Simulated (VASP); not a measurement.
```
CuI
1.0
    0.00000     3.02500     3.02500
    3.02500     0.00000     3.02500
    3.02500     3.02500     0.00000
Cu I
1 1
Direct
  0.00000   0.00000   0.00000
  0.25000   0.25000   0.25000
```

The base run (VASP): PBE GGA, plane waves, VASP's PBE PAW potentials (set 64). Numerical set-up: 400 eV cut-off, 7×7×7 Γ-centred mesh, Gaussian smearing of 0.050 eV, potentials Cu I.

One setting is varied; ΔE counts from the base run. The base run took about 10 core-seconds. The timings are rough (shared machines, no repeats); factors under 2 mean little.

Pressures at a finite cut-off, here 400 eV, hold a Pulay part, which wasn't tested here.

| setting | cost over the base run | electronic steps | ΔE (meV/atom) | pressure (GPa) |
|---|---|---|---|---|
| KPOINTS 2×2×2 Monkhorst-Pack mesh | about 1/3 | 15 | 15.4 | 0.63 |
| KPOINTS 3×3×3 Monkhorst-Pack mesh | about 1/2 | 14 | 79.0 | 1.40 |
| KPOINTS 5×5×5 Monkhorst-Pack mesh | within a factor of 2 | 14 | 4.1 | 0.48 |
| KPOINTS 7×7×7 Monkhorst-Pack mesh | within a factor of 2 | 15 | 0.0 | 0.41 |
| base run | reference | 15 | 0.0 | 0.41 |

Left out are runs that failed, have no time on record or changed the cell.

The compound is CuI in the zinc blende structure. The cell was not relaxed at this level.
